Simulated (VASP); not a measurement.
All values below come from PBE GGA, VASP's PBE PAW potentials (set 64) (plane waves; VASP).

The input files of a VASP run:

KPOINTS:
```
Automatic mesh
0
Gamma
10 10 8
0 0 0
```

### INCAR
```
! general
SYSTEM =ZrB2
PREC   =Accurate
ENCUT  =520
LREAL  =F
LASPH  =T

! electronic loop
EDIFF  =1E-6
NELM   =100
ALGO   =Normal
IMIX   =1
AMIX   =0.2
BMIX   =0.0001
LMAXMIX=4

! smearing
ISMEAR =1
SIGMA  =0.1

! functional
GGA    =PE

! ions
ISIF   =2

! output
LWAVE  =F
LCHARG =F
```

### POSCAR
```
ZrB2
1
    1.5419390000    -2.7407170000     0.0000000000
    1.5419390000     2.7407170000     0.0000000000
    0.0000000000     0.0000000000     3.4858060000
Zr B
1 2
Direct
  0.0000000000   0.0000000000   0.0000000000
  0.3333330000   0.6666670000   0.5000000000
  0.6958320000   0.3624980000   0.5000000000
```

POTCAR, in this order: Zr_sv B (PBE.64 set). Program: vasp_std.

Problem. What will the output report for the number of irreducible k-points (NKPTS), number of bands (NBANDS), largest plane-wave count, number of space-group operations, FFT grid (NGX, NGY, NGZ)?

Solution. 
The number of irreducible k-points (NKPTS) is 260, the number of bands (NBANDS) is 13 and the largest plane-wave count is 810. The number of space-group operations is 2 and the FFT grid (NGX, NGY, NGZ) is 24 × 24 × 28.

The compound is ZrB2 in the AlB2 type structure. The cell was not relaxed at this level, atoms are displaced from their ideal sites. The run is one of a series of settings (AMIX = 0.2, BMIX = 0.0001, IMIX = 1 against the base run), some of them coarse on purpose.
